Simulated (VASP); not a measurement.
The system is Zn6C.

```
CELL_PARAMETERS angstrom
-3.15731 3.15731 3.15731
3.15731 -3.15731 3.15731
3.15731 3.15731 -3.15731
ATOMIC_POSITIONS crystal
Zn 0.00000 0.32045 0.32045
Zn 0.00000 0.67955 0.67955
Zn 0.32045 0.00000 0.32045
Zn 0.67955 0.00000 0.67955
Zn 0.32045 0.32045 0.00000
Zn 0.67955 0.67955 0.00000
C 0.00000 0.00000 0.00000
```

The cell was built by a generator and needn't be a form met in nature.

```yaml
Program: VASP 6.6.1
Task: relaxation of cell and atoms
Functional: PBEsol
Potentials_or_basis: VASP PAW PBE potentials, release 64 (Zn, C)
Cutoff: 600 eV
k_mesh: 5 × 5 × 5
Occupations: fermi-dirac, width 0.05 eV
Spin: no spin polarisation
```

At the start: pressure -3.2 GPa; volume 17.99 Å³/atom.

**Question.** Where does the relaxation end?

**Answer.** Over 6 steps the energy falls by 8.5 meV/atom and the volume is 17.17 Å³/atom (-4.5 %); space group Im-3m (No. 229, to 0.05 Å).

The path:
| step | energy change (eV) | largest force (eV/Å) | pressure (GPa) | volume (Å³) |
| --- | --- | --- | --- | --- |
| 1 | 0.0000 | 0.0324 | -3.16 | 125.90 |
| 2 | -0.0585 | 0.0705 | 0.35 | 119.54 |
| 3 | -0.0593 | 0.0596 | 0.00 | 120.12 |
| 4 | -0.0593 | 0.0573 | -0.06 | 120.24 |
| 5 | -0.0595 | 0.0336 | -0.03 | 120.16 |
| 6 | -0.0596 | 0.0013 | -0.04 | 120.19 |

Final structure:
```
CELL_PARAMETERS angstrom
-3.10886 3.10886 3.10886
3.10886 -3.10886 3.10886
3.10886 3.10886 -3.10886
ATOMIC_POSITIONS crystal
Zn 0.00000 0.32051 0.32051
Zn 0.00000 0.67949 0.67949
Zn 0.32051 0.00000 0.32051
Zn 0.67949 0.00000 0.67949
Zn 0.32051 0.32051 0.00000
Zn 0.67949 0.67949 0.00000
C 0.00000 0.00000 0.00000
```

Caveat: the PAW data sets were made with another functional, which shifts forces and pressure a little.
